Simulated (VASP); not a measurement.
Energy against volume of PbSe (rock salt). These are optB86b-vdW, VASP's PBE PAW potentials (set 64) (plane waves; VASP) values and carry that method's errors. Settings: 520 eV cut-off, 8×8×8 Γ-centred mesh, Gaussian smearing of 0.050 eV, potentials Pb_d Se.

```
V (Å³/atom)  E (eV/atom)
-----------  -----------
28.305          -1.77594
29.181          -1.78088
30.056          -1.77736
30.932          -1.76666
```

Question: Fit these four points and predict the energy of the run at 27.430 Å³/atom.

Answer: A cubic in V^(−2/3), the third-order Birch-Murnaghan form, passes through the four points with V0 = 29.23 Å³/atom and B0 = 51 GPa, and gives -1.7610 eV/atom there. The run gave -1.7610 eV/atom, -0.0 meV/atom from the fit; all five points give B0 = 51 GPa.

The compound is PbSe in the rock salt structure. It was relaxed first.
